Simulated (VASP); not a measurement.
Input of a VASP 6.6.1 run:

File INCAR:

```
SYSTEM = Nb3B5
PREC     = Normal         ! precision mode
ENCUT    = 520            ! plane-wave cutoff, eV
EDIFF    = 1E-5           ! SCF threshold, eV
ISMEAR   = 0              ! smearing method
SIGMA    = 0.15           ! smearing width, eV
LREAL    = Auto         
LASPH    = .True.         ! aspherical terms in the spheres
NELM     = 80             ! most SCF steps
ALGO     = Fast           ! electronic algorithm
ISIF     = 3              ! what is computed and relaxed
LWAVE    = .False.        ! write WAVECAR
LCHARG   = .False.        ! write CHGCAR
GGA      = PE             ! functional
IBRION   = 2              ! ionic algorithm
NSW      = 110            ! ionic steps
EDIFFG   = -0.03          ! ionic threshold
ISYM     = 0            
KPAR     = 2
```

KPOINTS

```
regular mesh
0
Gamma
  5 5 7
  0 0 0
```

POSCAR

```
Nb3B5
1.0
    5.3085917200     -0.0229851500      0.0335307600
   -2.6742015800      4.6149064400      0.0054069200
    0.0199319100      0.0152189800      3.1644028600
Nb B
3 5
Direct
    0.0005717400      0.6877603700      0.0249059300
    0.3327410700      0.3404065900      0.0078777900
    0.6679666700      0.9742319600      0.9978671500
    0.6508358000      0.3204307300      0.4941343900
    0.3470370500      0.6832091500      0.4762477500
    0.9991560000      0.3521023100      0.5034408500
    0.3400419000      0.9983429100      0.4807073300
    0.6612149900      0.6624745900      0.4921125900
```

Potentials or basis: VASP PAW PBE potentials, release 64 (Nb_sv, B).

Launch:

```sh
$ cat potpaw_PBE.64/Nb_sv/POTCAR potpaw_PBE.64/B/POTCAR > POTCAR
$ mpirun -np 2 vasp_std > vasp.out
```

(1) What does it give for the relaxed volume?

(2) Estimate the band gap on the k mesh.

(3) Estimate the relaxed cell.

(4) Estimate the space group after relaxing (to 0.05 Å).

## Answers

(1) 10.16 Å³/atom.

(2) none (metal or under the smearing width).

(3) a = 5.407 Å, b = 5.407 Å, c = 3.210 Å, α = 90.00°, β = 90.00°, γ = 120.00°.

(4) P-62m (No. 189).
